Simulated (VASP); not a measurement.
Given:

```yaml
crystal:
  lattice:
    - [0.00000, 2.82623, 2.82623]
    - [2.82623, 0.00000, 2.82623]
    - [2.82623, 2.82623, 0.00000]
  atoms:
    - { symbol: Be, position: [0.00000, 0.00000, 0.00000] }
    - { symbol: Te, position: [0.25000, 0.25000, 0.25000] }
```

The numbers are results of optB86b-vdW, VASP's PBE PAW potentials (set 64) (plane waves; VASP 6.6.1), not measurements. Settings: 520 eV cut-off, Gaussian smearing of 0.050 eV, potentials Be Te.

Unless said otherwise, spin-orbit coupling is left out, though it shifts the bands of the heavy elements here.

Question: Give the energies of bands 2 to 7 at the high-symmetry points, in eV from the valence-band maximum.

Answer: 
```json
[
 {"band": "2", "Γ": "0.00", "X": "-5.03", "U": "-4.68", "L": "-5.45", "W": "-4.50"},
 {"band": "3", "Γ": "0.00", "X": "-2.59", "U": "-3.81", "L": "-1.10", "W": "-3.63"},
 {"band": "4", "Γ": "0.00", "X": "-2.59", "U": "-2.19", "L": "-1.10", "W": "-3.14"},
 {"band": "5", "Γ": "3.67", "X": "2.01", "U": "2.74", "L": "3.09", "W": "5.27"},
 {"band": "6", "Γ": "3.67", "X": "2.71", "U": "5.28", "L": "4.62", "W": "5.58"},
 {"band": "7", "Γ": "3.67", "X": "9.68", "U": "7.88", "L": "4.62", "W": "5.58"}
]
```

The gap is indirect, 2.01 eV, from the valence maximum at Γ to the conduction minimum at X.

Measured: gap 2.80 eV (computed value off by -0.79 eV), as given by Das et al., (2018), arXiv:1807.05623.

The compound is BeTe in the zinc blende structure. It was relaxed first.
